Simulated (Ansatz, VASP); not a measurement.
# Cross-check of AlN between VASP and Ansatz

One calculation is typed for both programs; each brings its own data sets. How far apart do they land? The cell is taken from a series of runs on this material, whose earlier steps may have relaxed, scaled, displaced or heated it; both programs get it as it stands.

Program: Ansatz 0.2.0. Level of theory: plane waves, with VASP 6.6.1 beside it; zone-centre phonons at LDA. Results are calculated unless marked as measured.

### Step 1. Set-up

Symmetry: F-43m, No. 216, cubic system. The conventional cell has a = 4.192 Å, b = 4.192 Å, c = 4.192 Å, α = 90.00°, β = 90.00°, γ = 90.00°. Nearest to N lie 4 Al at 1.82 Å. Al has 4 N at 1.82 Å nearest. Farther neighbours and most contacts between anions are not listed.

Structure file:

```xyz
2
Lattice="0.0000 2.0961 2.0961 2.0961 0.0000 2.0961 2.0961 2.0961 0.0000" Properties=species:S:1:pos:R:3 pbc="T T T"
N     1.0481    1.0481    1.0481
Al    0.0000    0.0000    0.0000
```

### Step 2. VASP: zone-centre phonons, LDA, pair 1

Second derivatives magnify differences that forces hide, and they need a tight electronic threshold.

Lines of VASP's logs that name or quote its potential files are left out, and so is its time.

Contents of INCAR:

```
SYSTEM = AlN
PREC = Accurate
ENCUT = 600
EDIFF = 1E-08
NELM = 120
ISMEAR = 0
SIGMA = 0.01
LREAL = .FALSE.
ALGO = Normal
GGA = PW92
NBANDS = 10
LORBIT = 11
LWAVE = .FALSE.
LCHARG = .FALSE.
ISIF = 2
IBRION = 8
LEPSILON = .TRUE.
LASPH = .TRUE.
GGA_COMPAT = .FALSE.
EFERMI = MIDGAP
KPAR = 2
```

Contents of POSCAR:

```
AlN
1.0
    0.0000000000      2.0961205232      2.0961205232
    2.0961205232      0.0000000000      2.0961205232
    2.0961205232      2.0961205232      0.0000000000
N Al
1 1
Direct
    0.2500000000      0.2500000000      0.2500000000
    0.0000000000      0.0000000000      0.0000000000
```

Contents of KPOINTS:

```
Automatic mesh
0
Gamma
12 12 12
0 0 0
```

The projector-augmented-wave data sets are N and Al (LDA family, release 64).

On the command line:

```sh
mpirun -np 2 vasp_std
```

Numbers of over 12 decimals in the logs are rounded to 6 here.

Output:

```text
[banner, memory and clock lines left out]
running    2 mpi-ranks, on    1 nodes
 distrk:  each k-point on    1 cores,    2 groups
 distr:  one band on    1 cores,    1 groups

 POSCAR found type information on POSCAR N Al
 POSCAR found :  2 types and       2 ions
|                                                                             |
|               ----> ADVICE to this user running VASP <----                  |
|                                                                             |
|     You enforced a specific xc type in the INCAR file but a different       |
|     [... a line on the potential file left out ...]
|     I HOPE YOU KNOW WHAT YOU ARE DOING!                                     |
|                                                                             |

 LDA part: xc-table for (Slater(with rela. corr.)+PW92), standard interpolation
 POSCAR, INCAR and KPOINTS ok, starting setup
 FFT: planning ... GRIDC
 FFT: planning ... GRID_SOFT
 FFT: planning ... GRID
 WAVECAR not read
 entering main loop
       N       E                     dE             d eps       ncg     rms          rms(c)
DAV:   1     0.109994423296E+02    0.10999E+02   -0.44471E+03  1472   0.766E+02
DAV:   2    -0.182257024879E+02   -0.29225E+02   -0.27941E+02  1652   0.144E+02
DAV:   3    -0.190566733018E+02   -0.83097E+00   -0.82940E+00  1716   0.227E+01
DAV:   4    -0.190598797762E+02   -0.32065E-02   -0.32064E-02  1612   0.169E+00
DAV:   5    -0.190599034838E+02   -0.23708E-04   -0.23707E-04  1650   0.141E-01    0.938E+00
DAV:   6    -0.163055869603E+02    0.27543E+01   -0.13139E+01  1494   0.201E+01    0.319E+00
DAV:   7    -0.162463941599E+02    0.59193E-01   -0.14773E-01  1610   0.301E+00    0.208E+00
DAV:   8    -0.162176078660E+02    0.28786E-01   -0.25193E-02  1500   0.154E+00    0.357E-01
DAV:   9    -0.162173923320E+02    0.21553E-03   -0.94276E-04  1620   0.214E-01    0.191E-01
DAV:  10    -0.162174109023E+02   -0.18570E-04   -0.42227E-05  1570   0.475E-02    0.332E-02
DAV:  11    -0.162174102353E+02    0.66700E-06   -0.12710E-06  1586   0.739E-03    0.385E-03
DAV:  12    -0.162174102445E+02   -0.91576E-08   -0.43270E-08  1604   0.183E-03
   1 F= -.16217410E+02 E0= -.16217410E+02  d E =0.000000E+00
 Linear response reoptimize wavefunctions to high precision
DAV:   1    -0.162174102419E+02    0.26150E-08   -0.90593E-09  1586   0.675E-04
DAV:   2    -0.162174102419E+02    0.31832E-11   -0.45463E-11   804   0.737E-05
 Linear response G [H, r] |phi>, progress :
  Direction:   1
       N       E                     dE             d eps       ncg     rms
RMM:   1    -0.349013608643E+02   -0.34901E+02    0.21947E+00  3465   0.486E+01
RMM:   2    -0.311497597450E+02    0.37516E+01   -0.11163E+00  2304   0.881E+00
RMM:   3    -0.311620221629E+02   -0.12262E-01    0.16647E-02  2362   0.759E-01
RMM:   4    -0.311643127908E+02   -0.22906E-02    0.26246E-03  2504   0.881E-02
RMM:   5    -0.311645521919E+02   -0.23940E-03    0.35070E-04  2526   0.113E-02
RMM:   6    -0.311645831990E+02   -0.31007E-04    0.43251E-05  2656   0.152E-03
RMM:   7    -0.311645872608E+02   -0.40617E-05    0.61020E-06  2535   0.235E-04
RMM:   8    -0.311645891422E+02   -0.18814E-05    0.13605E-06  2045   0.662E-05
RMM:   9    -0.311645891479E+02   -0.56924E-08   -0.29835E-07  1845   0.565E-05
RMM:  10    -0.311645891421E+02    0.57691E-08   -0.90621E-07  1702   0.567E-05
RMM:  11    -0.311645891411E+02    0.10663E-08   -0.12821E-06  1451   0.570E-05
RMM:  12    -0.311645891397E+02    0.14000E-08   -0.91477E-07  1168   0.571E-05
 Linear response G [H, r] |phi>, progress :
  Direction:   2
       N       E                     dE             d eps       ncg     rms
RMM:   1    -0.324421954219E+02   -0.32442E+02    0.59007E+00  3462   0.469E+01
RMM:   2    -0.308290251927E+02    0.16132E+01   -0.10238E+00  2286   0.823E+00
RMM:   3    -0.308345118432E+02   -0.54867E-02   -0.43516E-03  2352   0.708E-01
RMM:   4    -0.308348152558E+02   -0.30341E-03    0.62664E-05  2494   0.829E-02
RMM:   5    -0.308348306553E+02   -0.15400E-04    0.99292E-06  2520   0.106E-02
RMM:   6    -0.308348315945E+02   -0.93915E-06    0.21527E-06  2644   0.146E-03
RMM:   7    -0.308348317425E+02   -0.14807E-06    0.12938E-07  2527   0.227E-04
RMM:   8    -0.308348317324E+02    0.10082E-07   -0.31803E-06  2041   0.683E-05
RMM:   9    -0.308348318346E+02   -0.10211E-06    0.59997E-07  1806   0.592E-05
RMM:  10    -0.308348318414E+02   -0.68423E-08    0.15476E-06  1644   0.595E-05
RMM:  11    -0.308348318419E+02   -0.48652E-09    0.99763E-07  1406   0.598E-05
RMM:  12    -0.308348318423E+02   -0.39608E-09    0.87095E-07  1129   0.599E-05
 Linear response G [H, r] |phi>, progress :
  Direction:   3
       N       E                     dE             d eps       ncg     rms
RMM:   1    -0.274043586446E+02   -0.27404E+02    0.78209E+01  3248   0.483E+01
RMM:   2    -0.250979311683E+02    0.23064E+01   -0.11162E+00  2278   0.815E+00
RMM:   3    -0.250987665403E+02   -0.83537E-03   -0.88157E-03  2340   0.684E-01
RMM:   4    -0.250987498916E+02    0.16649E-04   -0.10369E-04  2487   0.786E-02
RMM:   5    -0.250987502942E+02   -0.40263E-06   -0.20347E-06  2491   0.102E-02
RMM:   6    -0.250987502879E+02    0.63126E-08   -0.16835E-07  2563   0.139E-03
RMM:   7    -0.250987502864E+02    0.15347E-08   -0.52690E-07  2356   0.225E-04
[...]
RMM:   3    -0.124279974209E+00   -0.55768E-05   -0.55450E-06  2325   0.157E-02
RMM:   4    -0.124280025018E+00   -0.50809E-07   -0.71854E-08  2389   0.169E-03
RMM:   5    -0.124280025207E+00   -0.18833E-09   -0.17572E-09  2174   0.208E-04
 change of polarisation eV/A/(eV/A) component  3 :     0.030    -0.025     0.249
 dielectric tensor                  component  3 :     0.297    -0.242     3.442
 Linear response to external field, progress :
  Direction:   1
       N       E                     dE             d eps       ncg     rms          rms(c)
RMM:   1    -0.180399175043E+00   -0.18040E+00   -0.60351E-01 12620   0.198E+00
RMM:   2    -0.183749050676E+00   -0.33499E-02   -0.11818E-03  8936   0.223E-01    0.624E-01
RMM:   3    -0.177815262522E+00    0.59338E-02   -0.29673E-03  8743   0.359E-01    0.365E-01
RMM:   4    -0.183004190001E+00   -0.51889E-02   -0.38790E-03  8793   0.422E-01    0.529E-02
RMM:   5    -0.184067320351E+00   -0.10631E-02   -0.65679E-05  9213   0.676E-02    0.788E-03
RMM:   6    -0.184151406688E+00   -0.84086E-04   -0.33640E-07  9424   0.519E-03    0.363E-03
RMM:   7    -0.184176957224E+00   -0.25551E-04   -0.34598E-08  9432   0.168E-03    0.202E-04
RMM:   8    -0.184178656670E+00   -0.16994E-05   -0.79129E-10  9048   0.131E-04    0.793E-05
RMM:   9    -0.184178483960E+00    0.17271E-06   -0.38584E-10  6760   0.495E-05    0.433E-06
 change of polarisation eV/A/(eV/A) component  1 :     0.345     0.064     0.034
 dielectric tensor                  component  1 :     4.393     0.626     0.338
 Linear response to external field, progress :
  Direction:   2
       N       E                     dE             d eps       ncg     rms          rms(c)
RMM:   1    -0.180404215234E+00   -0.18040E+00   -0.60356E-01 12620   0.198E+00
RMM:   2    -0.183749014204E+00   -0.33448E-02   -0.11826E-03  8935   0.223E-01    0.624E-01
RMM:   3    -0.177815224345E+00    0.59338E-02   -0.29671E-03  8744   0.359E-01    0.365E-01
RMM:   4    -0.183004150432E+00   -0.51889E-02   -0.38787E-03  8789   0.422E-01    0.529E-02
RMM:   5    -0.184067259833E+00   -0.10631E-02   -0.65717E-05  9209   0.675E-02    0.788E-03
RMM:   6    -0.184151336343E+00   -0.84077E-04   -0.34821E-07  9426   0.519E-03    0.363E-03
RMM:   7    -0.184176936029E+00   -0.25600E-04   -0.35301E-08  9435   0.168E-03    0.201E-04
RMM:   8    -0.184178582773E+00   -0.16467E-05   -0.60849E-10  9062   0.130E-04    0.830E-05
RMM:   9    -0.184178472924E+00    0.10985E-06   -0.15631E-10  6846   0.511E-05    0.437E-06
 change of polarisation eV/A/(eV/A) component  2 :     0.043     0.345     0.048
 dielectric tensor                  component  2 :     0.419     4.393     0.468
 Linear response to external field, progress :
  Direction:   3
       N       E                     dE             d eps       ncg     rms          rms(c)
RMM:   1    -0.180400063524E+00   -0.18040E+00   -0.60352E-01 12621   0.198E+00
RMM:   2    -0.183749025733E+00   -0.33490E-02   -0.11824E-03  8936   0.223E-01    0.624E-01
RMM:   3    -0.177815242980E+00    0.59338E-02   -0.29673E-03  8744   0.359E-01    0.365E-01
RMM:   4    -0.183004171465E+00   -0.51889E-02   -0.38791E-03  8791   0.422E-01    0.529E-02
RMM:   5    -0.184067253659E+00   -0.10631E-02   -0.65684E-05  9214   0.676E-02    0.788E-03
RMM:   6    -0.184151331259E+00   -0.84078E-04   -0.33723E-07  9427   0.519E-03    0.363E-03
RMM:   7    -0.184176933421E+00   -0.25602E-04   -0.34239E-08  9437   0.168E-03    0.201E-04
RMM:   8    -0.184178585216E+00   -0.16518E-05   -0.71730E-10  9043   0.130E-04    0.829E-05
RMM:   9    -0.184178471406E+00    0.11381E-06   -0.38376E-10  6823   0.510E-05    0.437E-06
 change of polarisation eV/A/(eV/A) component  3 :     0.036     0.063     0.345
 dielectric tensor                  component  3 :     0.349     0.615     4.393
 Linear response DOF=           2
 Linear response progress:
  Degree of freedom:   1/  2
       N       E                     dE             d eps       ncg     rms          rms(c)
RMM:   1    -0.234486122613E+00   -0.23449E+00    0.20175E-01 10659   0.326E+00
RMM:   2    -0.234801759174E+00   -0.31564E-03   -0.20301E-03  8689   0.394E-01    0.207E-01
RMM:   3    -0.235586718026E+00   -0.78496E-03   -0.85569E-04  8126   0.204E-01    0.100E-01
RMM:   4    -0.237608389895E+00   -0.20217E-02   -0.72179E-04  8147   0.185E-01    0.223E-02
RMM:   5    -0.237650238097E+00   -0.41848E-04   -0.18046E-05  9321   0.343E-02    0.192E-03
RMM:   6    -0.237673862268E+00   -0.23624E-04   -0.14859E-07  9408   0.311E-03    0.811E-04
RMM:   7    -0.237674546336E+00   -0.68407E-06    0.26624E-08  9464   0.611E-04    0.723E-05
RMM:   8    -0.237673305687E+00    0.12406E-05    0.45018E-09  9691   0.931E-05    0.324E-05
RMM:   9    -0.237673293615E+00    0.12072E-07    0.31749E-09  9958   0.233E-05    0.263E-06
RMM:  10    -0.237673345826E+00   -0.52211E-07    0.41671E-09  9684   0.607E-06    0.110E-06
RMM:  11    -0.237673342114E+00    0.37120E-08    0.41724E-09  7436   0.359E-06    0.708E-08
 first order change of Fermi-energy   0.18263E-03
 force on displaced ion       1 direction 1 : -20.462   0.000   0.000
 Born effective charge ion    1 direction 1 :  -2.516   0.000   0.000
 Linear response progress:
  Degree of freedom:   2/  2
       N       E                     dE             d eps       ncg     rms          rms(c)
RMM:   1    -0.650536601804E-02   -0.65054E-02   -0.53050E-03 12899   0.697E-01
RMM:   2    -0.594850455281E-02    0.55686E-03   -0.20596E-04  8627   0.112E-01    0.102E-01
RMM:   3    -0.583506712684E-02    0.11344E-03   -0.52995E-05  8966   0.576E-02    0.546E-02
RMM:   4    -0.587045304666E-02   -0.35386E-04   -0.41877E-05  8890   0.540E-02    0.822E-03
RMM:   5    -0.587813391854E-02   -0.76809E-05   -0.16049E-06  9069   0.745E-03    0.760E-04
RMM:   6    -0.587762381257E-02    0.51011E-06    0.83688E-08  9147   0.582E-04    0.329E-04
RMM:   7    -0.587686001744E-02    0.76380E-06    0.10504E-07  9167   0.389E-04    0.280E-05
RMM:   8    -0.587688348795E-02   -0.23471E-07   -0.14391E-09  9404   0.334E-05    0.113E-05
RMM:   9    -0.587687290453E-02    0.10583E-07    0.19652E-09  9619   0.825E-06    0.665E-07
RMM:  10    -0.587687383391E-02   -0.92939E-09   -0.17022E-09  6592   0.125E-06    0.377E-07
 first order change of Fermi-energy   0.48409E-04
 force on displaced ion       2 direction 1 : -20.461  -0.000  -0.000
 Born effective charge ion    2 direction 1 :   2.517   0.000   0.000
 Born effective charges drift removed
 Linear response finished
```

From OUTCAR (step 2):

```text
ion  position               nearest neighbor table
   1  0.250  0.250  0.250-   2 1.82   2 1.82   2 1.82   2 1.82
   2  0.000  0.000  0.000-   1 1.82   1 1.82   1 1.82   1 1.82

  LATTYP: Found a face centered cubic cell.
 ALAT       =     4.1922410464

 Subroutine GETGRP returns: Found 24 space group operations
 (whereof 24 operations were pure point group operations)

The static configuration has the point symmetry T_d .

 Found     72 irreducible k-points:

   k-points           NKPTS =     72   k-points in BZ     NKDIM =     72   number of bands    NBANDS=     10

   dimension x,y,z NGX =    24 NGY =   24 NGZ =   24
   dimension x,y,z NGXF=    48 NGYF=   48 NGZF=   48

   ENCUT  =  600.0 eV  44.10 Ry    6.64 a.u.   5.92  5.92  5.92*2*pi/ulx,y,z

   NELECT =       8.0000    total number of electrons

 k-points in reciprocal lattice and weights: Automatic mesh
   0.00000000  0.00000000  0.00000000       0.001
   0.08333333  0.00000000  0.00000000       0.005
   0.16666667  0.00000000  0.00000000       0.005
   0.25000000  0.00000000  0.00000000       0.005
   0.33333333  0.00000000  0.00000000       0.005
   0.41666667  0.00000000  0.00000000       0.005
   0.50000000  0.00000000  0.00000000       0.002
   0.08333333  0.08333333  0.00000000       0.003
   0.16666667  0.08333333  0.00000000       0.014
[...]
-0.33333333  0.50000000  0.16666667       0.007
  -0.25000000  0.50000000  0.25000000       0.003

 average (electrostatic) potential at core
       1 -58.4954       2 -68.2082

  Total        3.2126601      3.2126601      3.2126601      0.0000000      0.0000000     -0.0000000
  in kB      279.4451738    279.4451738    279.4451738      0.0000000      0.0000000     -0.0000000
  external PRESSURE =     279.4451738 kB  Pullay stress =       0.0000000 kB

  energy-cutoff  :      600.00
  volume of cell :       18.42
      direct lattice vectors                 reciprocal lattice vectors
     0.000000000  2.096120523  2.096120523    -0.238535902  0.238535902  0.238535902
     2.096120523  0.000000000  2.096120523     0.238535902 -0.238535902  0.238535902
     2.096120523  2.096120523  0.000000000     0.238535902  0.238535902 -0.238535902

 POSITION                                       TOTAL-FORCE (eV/Angst)
 -----------------------------------------------------------------------------------
      1.04806      1.04806      1.04806         0.000000      0.000000      0.000000
      0.00000      0.00000      0.00000        -0.000000     -0.000000     -0.000000
 -----------------------------------------------------------------------------------
    total drift:                               -0.000000     -0.000000     -0.000000

 MACROSCOPIC STATIC DIELECTRIC TENSOR (including local field effects in DFT)
 ------------------------------------------------------
           4.392918     0.000000     0.000000
           0.000000     4.392918     0.000000
          -0.000000     0.000000     4.392918
 ------------------------------------------------------

 PIEZOELECTRIC TENSOR (including local field effects)  for field in x, y, z        (C/m^2)
          XX          YY          ZZ          XY          YZ          ZX
  --------------------------------------------------------------------------------
  x    -0.00000    -0.00000     0.00000     0.00000    -0.56204     0.00000
  y    -0.00000     0.00000    -0.00000     0.00000     0.00000    -0.56204
  z    -0.00000    -0.00000    -0.00000    -0.56204     0.00000     0.00000

 BORN EFFECTIVE CHARGES (including local field effects) (in |e|, cummulative output)
 ---------------------------------------------------------------------------------
 ion    1
    1    -2.51639     0.00000    -0.00000
    2     0.00000    -2.51639     0.00000
    3    -0.00000     0.00000    -2.51639
 ion    2
    1     2.51639     0.00000     0.00000
    2     0.00000     2.51639    -0.00000
    3     0.00000    -0.00000     2.51639

 Eigenvectors and eigenvalues of the dynamical matrix
 ----------------------------------------------------

   1 f  =   23.292210 THz   146.349273 2PiTHz  776.944504 cm-1    96.328798 meV
             X         Y         Z           dx          dy          dz
      1.048060  1.048060  1.048060     0.811404   -0.000000    0.000000
      0.000000  0.000000  0.000000    -0.584486    0.000000    0.000000

   2 f  =   23.292210 THz   146.349273 2PiTHz  776.944504 cm-1    96.328798 meV
             X         Y         Z           dx          dy          dz
      1.048060  1.048060  1.048060     0.000000    0.000000    0.811404
      0.000000  0.000000  0.000000     0.000000    0.000000   -0.584486

   3 f  =   23.292210 THz   146.349273 2PiTHz  776.944504 cm-1    96.328798 meV
             X         Y         Z           dx          dy          dz
      1.048060  1.048060  1.048060    -0.000000   -0.811404    0.000000
      0.000000  0.000000  0.000000     0.000000    0.584486    0.000000

   4 f/i=    0.000345 THz     0.002166 2PiTHz    0.011500 cm-1     0.001426 meV
             X         Y         Z           dx          dy          dz
      1.048060  1.048060  1.048060     0.459060    0.361784    0.000000
      0.000000  0.000000  0.000000     0.637283    0.502241    0.000000

   5 f/i=    0.000345 THz     0.002166 2PiTHz    0.011500 cm-1     0.001426 meV
             X         Y         Z           dx          dy          dz
      1.048060  1.048060  1.048060     0.000000    0.000000   -0.584486
      0.000000  0.000000  0.000000     0.000000    0.000000   -0.811404

   6 f/i=    0.000345 THz     0.002166 2PiTHz    0.011500 cm-1     0.001426 meV
             X         Y         Z           dx          dy          dz
      1.048060  1.048060  1.048060     0.361784   -0.459060    0.000000
      0.000000  0.000000  0.000000     0.502241   -0.637283    0.000000

 MACROSCOPIC STATIC DIELECTRIC TENSOR IONIC CONTRIBUTION
 ------------------------------------------------------
           3.040208    -0.000000     0.000000
          -0.000000     3.040208    -0.000000
           0.000000    -0.000000     3.040208
 ------------------------------------------------------

 ELASTIC MODULI CONTR FROM IONIC RELAXATION (kBar)
 Direction    XX          YY          ZZ          XY          YZ          ZX
 --------------------------------------------------------------------------------
 XX          -0.0000     -0.0000     -0.0000     -0.0000      0.0000      0.0000
 YY          -0.0000     -0.0000     -0.0000     -0.0000     -0.0000      0.0000
 ZZ          -0.0000     -0.0000     -0.0000      0.0000     -0.0000      0.0000
 XY          -0.0000     -0.0000      0.0000  -1077.9478      0.0000      0.0000
 YZ           0.0000     -0.0000     -0.0000      0.0000  -1077.9478      0.0000
 ZX           0.0000      0.0000      0.0000      0.0000      0.0000  -1077.9478
 --------------------------------------------------------------------------------

 PIEZOELECTRIC TENSOR IONIC CONTR  for field in x, y, z        (C/m^2)
          XX          YY          ZZ          XY          YZ          ZX
  --------------------------------------------------------------------------------
  x     0.00000     0.00000     0.00000     0.00000     1.70342     0.00000
  y    -0.00000    -0.00000    -0.00000    -0.00000     0.00000     1.70342
  z     0.00000     0.00000     0.00000     1.70342     0.00000    -0.00000
```

(Part 1 of 3 ends here.)

[Lines on the potential files, build, host, timing and source positions are cut from VASP's logs without a mark.]

[Logs are printed without paths, hosts, clocks, repeated set-up lines and the standing remarks that a program may print on its own settings, such as how far it seeks lower states.]

[Hosts, paths, dates, database ids (printed as entryN), source tags and the programs' standing remarks are cut or masked in the printed files.]
